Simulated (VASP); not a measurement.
Given:

```xyz
4
Lattice="3.9966 0.0000 0.0000 0.0000 3.9966 0.0000 0.0000 0.0000 5.2615" Properties=species:S:1:pos:R:3 pbc="T T T"
Pb     1.9983     0.0000     4.0710
Pb     0.0000     1.9983     1.1905
O      1.9983     1.9983     0.0000
O      0.0000     0.0000     0.0000
```

All values below come from r2SCAN meta-GGA with spin-orbit coupling, VASP's PBE PAW potentials (set 64) (plane waves; VASP). Settings: 520 eV cut-off, 5×5×4 Γ-centred mesh, Gaussian smearing of 0.050 eV, potentials Pb_d O.

Give the energies of bands 33 to 46 at the high-symmetry points, in eV from the valence-band maximum.

| band | Γ | X | M | Z | R | A |
|---|---|---|---|---|---|---|
| 33 | -1.85 | -3.03 | -1.76 | -1.90 | -3.04 | -2.17 |
| 34 | -1.85 | -3.03 | -1.76 | -1.90 | -3.04 | -2.17 |
| 35 | -1.78 | -3.03 | -1.76 | -1.81 | -3.04 | -2.17 |
| 36 | -1.78 | -3.03 | -1.76 | -1.81 | -3.04 | -2.17 |
| 37 | -1.67 | -1.62 | -1.11 | -1.69 | -1.08 | -1.12 |
| 38 | -1.67 | -1.62 | -1.11 | -1.69 | -1.08 | -1.12 |
| 39 | 0.00 | -1.62 | -1.11 | -1.01 | -1.08 | -1.12 |
| 40 | 0.00 | -1.62 | -1.11 | -1.01 | -1.08 | -1.12 |
| 41 | 2.45 | 3.52 | 1.74 | 2.13 | 3.19 | 3.71 |
| 42 | 2.45 | 3.52 | 1.74 | 2.13 | 3.19 | 3.71 |
| 43 | 4.62 | 3.52 | 1.74 | 4.20 | 3.19 | 3.71 |
| 44 | 4.62 | 3.52 | 1.74 | 4.20 | 3.19 | 3.71 |
| 45 | 5.85 | 6.26 | 5.59 | 4.42 | 6.41 | 4.81 |
| 46 | 5.85 | 6.26 | 5.59 | 4.42 | 6.41 | 4.81 |

The gap is indirect, 1.74 eV, from the valence maximum at Γ to the conduction minimum at M.

The compound is PbO in the litharge structure. It was relaxed first, which changed the volume by +6 %.
